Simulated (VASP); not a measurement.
Calculation: PBE GGA, VASP's PBE PAW potentials (set 64) (plane waves; VASP).

A VASP calculation is set up with these files.

**KPOINTS**
```
Automatic mesh
0
Gamma
1 1 1
0 0 0
```

**INCAR**
```
ALGO  =  Fast
EDIFF  =  1E-5
EDIFFG  =  -0.03
ENCUT  =  400
GGA  =  PE
IBRION  =  2
ISIF  =  2
ISMEAR  =  0
ISPIN  =  2
ISYM  =  0
LASPH  =  T
LCHARG  =  F
LORBIT  =  10
LREAL  =  Auto
LWAVE  =  T
MAGMOM  =  64*0.0156
NELECT  =  257.0
NELM  =  100
NELMIN  =  4
NSW  =  60
NUPDOWN  =  1
PREC  =  Normal
SIGMA  =  0.05
SYSTEM  =  C31OSi32
```

### POSCAR
```
C31OSi32
1
    8.7583314355     0.0000000000     0.0000000000
    0.0000000000     8.7583314355    -0.0000000000
   -0.0000000000    -0.0000000000     8.7583314355
Si C O
32 31 1
Direct
  0.5000000000   0.0000000000   0.0000000000
  0.7500000000   0.2500000000   0.0000000000
  0.7500000000   0.0000000000   0.2500000000
  0.0000000000   0.0000000000   0.0000000000
  0.2500000000   0.2500000000   0.0000000000
  0.5000000000   0.5000000000   0.0000000000
  0.7500000000   0.7500000000   0.0000000000
  0.2500000000   0.0000000000   0.2500000000
  0.4943630000   0.2545240000   0.2483280000
  0.7493970000   0.5046840000   0.2516320000
  0.5000000000   0.0000000000   0.5000000000
  0.7503080000   0.2470750000   0.4945920000
  0.7500000000   0.0000000000   0.7500000000
  0.0000000000   0.5000000000   0.0000000000
  0.2500000000   0.7500000000   0.0000000000
  0.0000000000   0.2500000000   0.2500000000
  0.2500000000   0.5000000000   0.2500000000
  0.5000000000   0.7500000000   0.2500000000
  0.0000000000   0.0000000000   0.5000000000
  0.2500000000   0.2500000000   0.5000000000
  0.4952420000   0.5010040000   0.5026030000
  0.7500000000   0.7500000000   0.5000000000
  0.2500000000   0.0000000000   0.7500000000
  0.5000000000   0.2500000000   0.7500000000
  0.7500000000   0.5000000000   0.7500000000
  0.0000000000   0.7500000000   0.2500000000
  0.0000000000   0.5000000000   0.5000000000
  0.2500000000   0.7500000000   0.5000000000
  0.0000000000   0.2500000000   0.7500000000
  0.2500000000   0.5000000000   0.7500000000
  0.5000000000   0.7500000000   0.7500000000
  0.0000000000   0.7500000000   0.7500000000
  0.6230690000   0.1199540000   0.1236960000
  0.8698040000   0.3786850000   0.1260540000
  0.8732830000   0.1222160000   0.3693940000
  0.1250000000   0.1250000000   0.1250000000
  0.3773910000   0.3802000000   0.1261690000
  0.6226790000   0.6255120000   0.1303110000
  0.8750000000   0.8750000000   0.1250000000
  0.3727630000   0.1208580000   0.3804490000
  0.8720160000   0.6270220000   0.3741880000
  0.6286910000   0.1265820000   0.6307010000
  0.8771860000   0.3726650000   0.6280960000
  0.8750000000   0.1250000000   0.8750000000
  0.1250000000   0.6250000000   0.1250000000
  0.3750000000   0.8750000000   0.1250000000
  0.1250000000   0.3750000000   0.3750000000
  0.3793210000   0.6273110000   0.3712690000
  0.6250000000   0.8750000000   0.3750000000
  0.1250000000   0.1250000000   0.6250000000
  0.3713450000   0.3739710000   0.6267510000
  0.6198160000   0.6245160000   0.6205750000
  0.8750000000   0.8750000000   0.6250000000
  0.3750000000   0.1250000000   0.8750000000
  0.6250000000   0.3750000000   0.8750000000
  0.8750000000   0.6250000000   0.8750000000
  0.1250000000   0.8750000000   0.3750000000
  0.1250000000   0.6250000000   0.6250000000
  0.3750000000   0.8750000000   0.6250000000
  0.1250000000   0.3750000000   0.8750000000
  0.3750000000   0.6250000000   0.8750000000
  0.6250000000   0.8750000000   0.8750000000
  0.1250000000   0.8750000000   0.8750000000
  0.6298970000   0.3738590000   0.3746380000
```

POTCAR, in this order: Si C O (PBE.64 set). Program: vasp_gam.

Output of the run:

**OSZICAR**
```
...
RMM:  18    -0.483752942520E+03    0.75132E-06   -0.47345E-05   517   0.122E-02
   1 F= -.48375294E+03 E0= -.48375294E+03  d E =-.483753E+03  mag=     1.0000
       N       E                     dE             d eps       ncg     rms          rms(c)
DAV:   1    -0.484641968564E+03   -0.88903E+00   -0.19517E+02   662   0.364E+01    0.551E+00
RMM:   2    -0.484605219357E+03    0.36749E-01   -0.69685E+00   644   0.617E+00    0.262E+00
RMM:   3    -0.484524843152E+03    0.80376E-01   -0.11692E+00   650   0.239E+00    0.149E+00
RMM:   4    -0.484516559667E+03    0.82835E-02   -0.33443E-01   656   0.115E+00    0.706E-01
RMM:   5    -0.484520680350E+03   -0.41207E-02   -0.64456E-02   684   0.524E-01    0.393E-01
RMM:   6    -0.484520835238E+03   -0.15489E-03   -0.95327E-03   657   0.238E-01    0.192E-01
RMM:   7    -0.484521121253E+03   -0.28601E-03   -0.25607E-03   669   0.117E-01    0.878E-02
RMM:   8    -0.484521088110E+03    0.33143E-04   -0.60744E-04   662   0.544E-02    0.531E-02
RMM:   9    -0.484521111412E+03   -0.23302E-04   -0.25267E-04   657   0.332E-02    0.226E-02
RMM:  10    -0.484521104968E+03    0.64437E-05   -0.46632E-05   521   0.167E-02
   2 F= -.48452110E+03 E0= -.48452110E+03  d E =-.768162E+00  mag=     1.0000
       N       E                     dE             d eps       ncg     rms          rms(c)
DAV:   1    -0.485031039223E+03   -0.50993E+00   -0.28997E+01   680   0.141E+01    0.179E+00
RMM:   2    -0.485012280441E+03    0.18759E-01   -0.11781E+00   646   0.239E+00    0.101E+00
RMM:   3    -0.485000762406E+03    0.11518E-01   -0.18818E-01   653   0.906E-01    0.657E-01
RMM:   4    -0.484997888637E+03    0.28738E-02   -0.55630E-02   650   0.484E-01    0.252E-01
RMM:   5    -0.484998481164E+03   -0.59253E-03   -0.13268E-02   696   0.219E-01    0.127E-01
RMM:   6    -0.484998411809E+03    0.69355E-04   -0.15064E-03   646   0.908E-02    0.796E-02
RMM:   7    -0.484998363180E+03    0.48629E-04   -0.72016E-04   646   0.541E-02    0.274E-02
RMM:   8    -0.484998374123E+03   -0.10943E-04   -0.14520E-04   644   0.260E-02    0.202E-02
RMM:   9    -0.484998369188E+03    0.49348E-05   -0.43946E-05   458   0.134E-02
   3 F= -.48499837E+03 E0= -.48499837E+03  d E =-.124543E+01  mag=     1.0000
       N       E                     dE             d eps       ncg     rms          rms(c)
DAV:   1    -0.485075157186E+03   -0.76783E-01   -0.13281E+01   680   0.979E+00    0.118E+00
RMM:   2    -0.485085859048E+03   -0.10702E-01   -0.50373E-01   644   0.167E+00    0.638E-01
RMM:   3    -0.485081003519E+03    0.48555E-02   -0.78897E-02   653   0.621E-01    0.376E-01
RMM:   4    -0.485079856772E+03    0.11467E-02   -0.23313E-02   644   0.311E-01    0.143E-01
RMM:   5    -0.485080170635E+03   -0.31386E-03   -0.45163E-03   684   0.143E-01    0.780E-02
RMM:   6    -0.485080178876E+03   -0.82414E-05   -0.68904E-04   662   0.604E-02    0.444E-02
RMM:   7    -0.485080183878E+03   -0.50024E-05   -0.21359E-04   647   0.327E-02    0.186E-02
RMM:   8    -0.485080186391E+03   -0.25132E-05   -0.37304E-05   479   0.146E-02
   4 F= -.48508019E+03 E0= -.48508019E+03  d E =-.818172E-01  mag=     1.0000
       N       E                     dE             d eps       ncg     rms          rms(c)
DAV:   1    -0.485098594728E+03   -0.18411E-01   -0.12195E+00   696   0.296E+00    0.351E-01
RMM:   2    -0.485099427901E+03   -0.83317E-03   -0.44474E-02   644   0.496E-01    0.191E-01
RMM:   3    -0.485098969555E+03    0.45835E-03   -0.71276E-03   653   0.185E-01    0.111E-01
RMM:   4    -0.485098876707E+03    0.92848E-04   -0.21202E-03   646   0.930E-02    0.421E-02
RMM:   5    -0.485098900637E+03   -0.23930E-04   -0.38807E-04   678   0.426E-02    0.231E-02
RMM:   6    -0.485098901587E+03   -0.95040E-06   -0.63036E-05   585   0.182E-02
   5 F= -.48509890E+03 E0= -.48509890E+03  d E =-.100532E+00  mag=     1.0000
       N       E                     dE             d eps       ncg     rms          rms(c)
DAV:   1    -0.485121568293E+03   -0.22668E-01   -0.29533E+00   678   0.463E+00    0.499E-01
RMM:   2    -0.485123999056E+03   -0.24308E-02   -0.72082E-02   644   0.651E-01    0.228E-01
RMM:   3    -0.485123475214E+03    0.52384E-03   -0.10585E-02   645   0.243E-01    0.121E-01
RMM:   4    -0.485123458871E+03    0.16343E-04   -0.27857E-03   654   0.109E-01    0.488E-02
RMM:   5    -0.485123487625E+03   -0.28755E-04   -0.43634E-04   670   0.472E-02    0.254E-02
RMM:   6    -0.485123494287E+03   -0.66623E-05   -0.92438E-05   636   0.218E-02
   6 F= -.48512349E+03 E0= -.48512349E+03  d E =-.245927E-01  mag=     1.0000
       N       E                     dE             d eps       ncg     rms          rms(c)
DAV:   1    -0.485123520841E+03   -0.33216E-04   -0.31719E-03   760   0.152E-01    0.181E-02
RMM:   2    -0.485123524773E+03   -0.39320E-05   -0.85867E-05   635   0.225E-02    0.805E-03
RMM:   3    -0.485123525005E+03   -0.23242E-06   -0.13621E-05   382   0.868E-03    0.473E-03
RMM:   4    -0.485123525127E+03   -0.12221E-06   -0.29197E-06   379   0.367E-03
   7 F= -.48512353E+03 E0= -.48512353E+03  d E =-.246235E-01  mag=     1.0000
       N       E                     dE             d eps       ncg     rms          rms(c)
DAV:   1    -0.485128593322E+03   -0.50683E-02   -0.69165E-01   688   0.226E+00    0.223E-01
RMM:   2    -0.485129310267E+03   -0.71695E-03   -0.15026E-02   644   0.294E-01    0.984E-02
RMM:   3    -0.485129227742E+03    0.82525E-04   -0.21906E-03   652   0.109E-01    0.546E-02
RMM:   4    -0.485129218160E+03    0.95819E-05   -0.54242E-04   655   0.488E-02    0.201E-02
RMM:   5    -0.485129226186E+03   -0.80256E-05   -0.93579E-05   623   0.207E-02
   8 F= -.48512923E+03 E0= -.48512923E+03  d E =-.570106E-02  mag=     1.0000
       N       E                     dE             d eps       ncg     rms          rms(c)
DAV:   1    -0.485129357788E+03   -0.13963E-03   -0.25131E-02   760   0.431E-01    0.435E-02
RMM:   2    -0.485129387493E+03   -0.29705E-04   -0.58002E-04   644   0.579E-02    0.197E-02
RMM:   3    -0.485129385805E+03    0.16880E-05   -0.87986E-05   644   0.218E-02    0.114E-02
RMM:   4    -0.485129385588E+03    0.21659E-06   -0.19773E-05   396   0.968E-03
   9 F= -.48512939E+03 E0= -.48512939E+03  d E =-.586046E-02  mag=     1.0000
       N       E                     dE             d eps       ncg     rms          rms(c)
DAV:   1    -0.485131030090E+03   -0.16443E-02   -0.29780E-01   660   0.148E+00    0.138E-01
RMM:   2    -0.485131285957E+03   -0.25587E-03   -0.57376E-03   644   0.181E-01    0.600E-02
RMM:   3    -0.485131244411E+03    0.41547E-04   -0.93562E-04   650   0.699E-02    0.307E-02
RMM:   4    -0.485131252060E+03   -0.76494E-05   -0.24453E-04   673   0.306E-02    0.138E-02
RMM:   5    -0.485131254069E+03   -0.20090E-05   -0.29042E-05   428   0.125E-02
  10 F= -.48513125E+03 E0= -.48513125E+03  d E =-.186848E-02  mag=     1.0000
       N       E                     dE             d eps       ncg     rms          rms(c)
DAV:   1    -0.485131300677E+03   -0.48617E-04   -0.10725E-02   768   0.281E-01    0.269E-02
RMM:   2    -0.485131310754E+03   -0.10077E-04   -0.22014E-04   644   0.354E-02    0.116E-02
RMM:   3    -0.485131309854E+03    0.89986E-06   -0.38229E-05   490   0.139E-02    0.619E-03
RMM:   4    -0.485131310098E+03   -0.24408E-06   -0.75358E-06   382   0.585E-03
  11 F= -.48513131E+03 E0= -.48513131E+03  d E =-.192451E-02  mag=     1.0000
       N       E                     dE             d eps       ncg     rms          rms(c)
DAV:   1    -0.485132056417E+03   -0.74656E-03   -0.17282E-01   676   0.113E+00    0.104E-01
RMM:   2    -0.485132239649E+03   -0.18323E-03   -0.35101E-03   644   0.138E-01    0.456E-02
RMM:   3    -0.485132225098E+03    0.14551E-04   -0.56862E-04   658   0.527E-02    0.253E-02
RMM:   4    -0.485132228044E+03   -0.29454E-05   -0.13196E-04   670   0.228E-02    0.110E-02
RMM:   5    -0.485132229101E+03   -0.10574E-05   -0.15285E-05   397   0.942E-03
  12 F= -.48513223E+03 E0= -.48513223E+03  d E =-.919003E-03  mag=     1.0000
```

OUTCAR:
```
------------------------ aborting loop because EDIFF is reached ----------------------------------------
  FORCE on cell =-STRESS in cart. coord.  units (eV):
  Direction    XX          YY          ZZ          XY          YZ          ZX
  --------------------------------------------------------------------------------------
  Total      -17.3149615    -17.2949862    -17.3035905     -0.0331577      0.1164139      0.0029641
  in kB      -41.2921965    -41.2445600    -41.2650791     -0.0790735      0.2776203      0.0070688
  external PRESSURE =     -41.2672786 kB  Pullay stress =       0.0000000 kB
  volume of cell :      671.84
      direct lattice vectors                 reciprocal lattice vectors
     8.758331436  0.000000000  0.000000000     0.114176999  0.000000000  0.000000000
     0.000000000  8.758331436  0.000000000     0.000000000  0.114176999  0.000000000
     0.000000000  0.000000000  8.758331436     0.000000000  0.000000000  0.114176999
  FREE ENERGIE OF THE ION-ELECTRON SYSTEM (eV)
  ---------------------------------------------------
  free  energy   TOTEN  =      -485.1322291012 eV

  energy  without entropy=     -485.1322291012  energy(sigma->0) =     -485.13222910

 total charge

# of ion       s       p       d       tot
------------------------------------------
    1        0.695   0.953   0.000   1.648
    2        0.695   0.961   0.000   1.656
    3        0.695   0.961   0.000   1.656
    4        0.695   0.958   0.000   1.653
    5        0.695   0.953   0.000   1.648
    6        0.695   0.961   0.000   1.656
    7        0.695   0.953   0.000   1.647
    8        0.695   0.953   0.000   1.648
    9        0.714   0.910   0.000   1.625
   10        0.713   0.911   0.000   1.624
   11        0.695   0.961   0.000   1.656
   12        0.714   0.911   0.000   1.625
   13        0.695   0.953   0.000   1.648
   14        0.695   0.953   0.000   1.648
   15        0.695   0.958   0.000   1.653
   16        0.695   0.961   0.000   1.656
   17        0.695   0.960   0.000   1.656
   18        0.695   0.961   0.000   1.656
   19        0.695   0.954   0.000   1.648
   20        0.695   0.961   0.000   1.656
   21        0.715   0.910   0.000   1.626
   22        0.695   0.961   0.000   1.656
   23        0.695   0.958   0.000   1.653
   24        0.695   0.961   0.000   1.656
   25        0.695   0.961   0.000   1.656
   26        0.695   0.953   0.000   1.648
   27        0.695   0.961   0.000   1.656
   28        0.695   0.953   0.000   1.648
   29        0.695   0.954   0.000   1.649
   30        0.695   0.953   0.000   1.648
   31        0.695   0.953   0.000   1.648
   32        0.695   0.958   0.000   1.653
   33        0.833   1.715   0.000   2.547
   34        0.833   1.715   0.000   2.548
   35        0.833   1.715   0.000   2.548
   36        0.830   1.717   0.000   2.547
   37        0.833   1.714   0.000   2.547
   38        0.833   1.714   0.000   2.547
   39        0.830   1.717   0.000   2.547
   40        0.833   1.714   0.000   2.547
   41        0.833   1.714   0.000   2.547
   42        0.833   1.715   0.000   2.547
   43        0.833   1.715   0.000   2.547
   44        0.830   1.717   0.000   2.547
   45        0.830   1.716   0.000   2.547
   46        0.830   1.716   0.000   2.546
   47        0.833   1.711   0.000   2.544
   48        0.833   1.714   0.000   2.547
   49        0.833   1.710   0.000   2.543
   50        0.830   1.717   0.000   2.547
   51        0.833   1.714   0.000   2.547
   52        0.833   1.715   0.000   2.547
   53        0.830   1.717   0.000   2.547
   54        0.830   1.717   0.000   2.547
   55        0.833   1.710   0.000   2.544
   56        0.830   1.716   0.000   2.547
   57        0.837   1.696   0.000   2.534
   58        0.830   1.716   0.000   2.547
   59        0.830   1.716   0.000   2.546
   60        0.837   1.697   0.000   2.534
   61        0.830   1.716   0.000   2.547
   62        0.837   1.696   0.000   2.534
   63        0.833   1.706   0.000   2.540
   64        1.592   3.457   0.000   5.050
--------------------------------------------------
tot         49.708  86.998   0.000 136.706

 magnetization (x)

# of ion       s       p       d       tot
------------------------------------------
    1        0.000   0.003   0.000   0.003
    2        0.000   0.003   0.000   0.003
    3        0.000   0.003   0.000   0.003
    4       -0.000   0.002   0.000   0.002
    5        0.000   0.003   0.000   0.003
    6        0.000   0.003   0.000   0.003
    7        0.000   0.003   0.000   0.003
    8        0.000   0.003   0.000   0.003
    9        0.002   0.023   0.000   0.025
   10        0.002   0.023   0.000   0.025
   11        0.000   0.003   0.000   0.003
   12        0.002   0.023   0.000   0.025
   13        0.000   0.003   0.000   0.003
   14        0.000   0.003   0.000   0.003
   15       -0.000   0.002   0.000   0.002
   16        0.000   0.003   0.000   0.003
   17        0.000   0.003   0.000   0.003
...
```
(Selected blocks of OUTCAR.)

**CONTCAR**
```
C31OSi32
   1.00000000000000
     8.7583314355000006    0.0000000000000000    0.0000000000000000
     0.0000000000000000    8.7583314355000006    0.0000000000000000
     0.0000000000000000    0.0000000000000000    8.7583314355000006
  Si              C               O
    32    31     1
Direct
     0.4983862460560746    0.9999111310519220    0.9997501571771167
     0.7500069902960693    0.2498036704470218    0.9994420565765195
     0.7501399393939209    0.9993673010386073    0.2496188153711840
     0.9996497704086863    0.0003486581572666    0.0002739229926338
     0.2497129213762025    0.2488985341736827    0.9998919578604394
     0.4994753264250413    0.5004945488459860    0.9995924846500324
     0.7510076848960482    0.7500907161262104    0.9999509228571100
     0.2496149189859309    0.0000633876503420    0.2488870011308577
     0.4906041765129825    0.2407016587083949    0.2407356217294928
     0.7586570942380925    0.5089020548135442    0.2413086518978179
     0.4995055254768768    0.9996340264924864    0.5004659403289242
     0.7589766470127879    0.2410842687965209    0.5089178805102788
     0.7510028571243694    0.0000992810377162    0.7501593484352448
     0.9996108649657011    0.5012820781313031    0.9999328333809385
     0.2497791176516627    0.7499005187297247    0.0002825529274512
     0.0003743023150331    0.2497491225762995    0.2496519019707060
     0.2489764402908516    0.5003594112872286    0.2496622491725066
     0.4993656594853889    0.7507707458304218    0.2497783938035212
     0.9997093367872528    0.9999256166167242    0.5012759118959096
     0.2488651315490450    0.2497651571878912    0.5004449282689714
     0.4900356393492434    0.5096936085792648    0.5097035091623819
     0.7500052280087894    0.7507637435681767    0.5004113033699961
     0.2498861276999170    0.0002865026143660    0.7498214614395439
     0.4994391858715728    0.2498158074729418    0.7506309409425049
     0.7501005212493742    0.5002613970203381    0.7505810969616133
     0.9997531385287876    0.7501324393930114    0.2487933402244128
     0.0004661347000458    0.5004933482388282    0.5003928700157080
     0.2496148085226733    0.7503120658733470    0.5014148739949801
     0.9997805961538372    0.2487492329702774    0.7502132965058359
     0.2495590431742808    0.5013482185800935    0.7504000891311482
     0.4984575587823460    0.7501487689420819    0.7503130453009422
     0.9995412741348387    0.7499175445756516    0.7498530641003590
     0.6256473415737018    0.1257864599116084    0.1258340052240878
     0.8736842424185586    0.3741797892405881    0.1260513572508118
     0.8738630576467569    0.1258716899986340    0.3740273038498647
     0.1246638319076821    0.1252809150137847    0.1251225950225577
     0.3757353523827825    0.3759938266821029    0.1259961224068126
     0.6238858671061676    0.6241575186488052    0.1262252464146547
     0.8746513232692658    0.8752311275088042    0.1251030844560453
     0.3756244488580177    0.1260796458495370    0.3761003302252739
     0.8737283897002928    0.6241875528847401    0.3760563552770982
     0.6239770726051658    0.1262324651496096    0.6240326060050190
     0.8739474135552585    0.3759139015704470    0.6240627342790920
     0.8745991675793187    0.1252642947326706    0.8753333530349361
     0.1246859718578781    0.6249111937365582    0.1251408907214301
     0.3747620157938876    0.8749539470017049    0.1252015887330098
     0.1246597564874768    0.3751414130668836    0.3750495974664890
     0.3754871209036712    0.6242463483581721    0.3741139418674302
     0.6246960400185853    0.8751687751920945    0.3750402027858199
     0.1247171295963726    0.1251220672483152    0.6249680791817991
     0.3754434872408219    0.3741377210708645    0.6242190235660400
     0.6256043694623293    0.6241340284612185    0.6241701276454859
     0.8745200859222382    0.8749260467133984    0.6249997142891012
     0.3748430466399889    0.1252300197517574    0.8747217278783685
     0.6246713183634168    0.3751716814936415    0.8751004440497243
     0.8745363803685873    0.6248918401513416    0.8747561623122077
     0.1247336675394319    0.8750514889605763    0.3750654492297897
     0.1246879755098584    0.6250502859879662    0.6250504145204877
     0.3749679404703437    0.8752814298744740    0.6249898108215141
     0.1245719495124434    0.3749920653469782    0.8750919392102546
     0.3748568018999813    0.6249955576975808    0.8754539041180733
     0.6247712830820606    0.8750682378363511    0.8750413497164661
     0.1246786215884215    0.8751560663277096    0.8750157182409518
     0.6256083217155143    0.3747540330034064    0.3747583961122155
```

**OUTCAR**
```
 val. band max:        8.7091823590   @ k =   0.0000   0.0000   0.0000

 cond. band min:       8.9368226859   @ k =   0.0000   0.0000   0.0000


 Fermi energy:         8.9441790712

 spin component 1

 k-point     1 :       0.0000    0.0000    0.0000
  band No.  band energies     occupation
      1     -12.2970      1.00000
      2      -7.2304      1.00000
      3      -5.8319      1.00000
      4      -5.8291      1.00000
      5      -5.8281      1.00000
      6      -5.6989      1.00000
      7      -5.6986      1.00000
      8      -5.3796      1.00000
      9      -4.4741      1.00000
     10      -4.4715      1.00000
     11      -4.4708      1.00000
     12      -4.3703      1.00000
     13      -4.3691      1.00000
     14      -4.3686      1.00000
     15      -4.3508      1.00000
     16      -4.3501      1.00000
     17      -4.3484      1.00000
     18      -4.2338      1.00000
     19      -4.2320      1.00000
     20      -3.8343      1.00000
     21      -3.8342      1.00000
     22      -3.8325      1.00000
     23      -3.8126      1.00000
     24      -3.0647      1.00000
     25      -2.4360      1.00000
     26      -2.4358      1.00000
     27      -2.1932      1.00000
     28      -2.1924      1.00000
     29      -2.1912      1.00000
     30      -2.1530      1.00000
     31      -2.0888      1.00000
     32      -2.0873      1.00000
     33      -0.6830      1.00000
     34      -0.5703      1.00000
     35      -0.5667      1.00000
     36      -0.5604      1.00000
     37       0.0692      1.00000
     38       0.0737      1.00000
     39       0.0814      1.00000
     40       0.7633      1.00000
     41       0.7698      1.00000
     42       0.7805      1.00000
     43       0.9919      1.00000
     44       0.9925      1.00000
     45       0.9931      1.00000
     46       1.4806      1.00000
     47       1.6589      1.00000
     48       1.6646      1.00000
     49       1.6748      1.00000
...
```

At this cut-off the stress carries a Pulay error, which pulls relaxed volumes low. The cell is charged, with a uniform compensating background. The supercell is sampled at Γ alone, which is coarse: total energies, pressure and levels can be off, energies of defects by several tenths of an eV.

The cell is a supercell with a defect, built from SiC (zinc blende): O_C, charge +1.
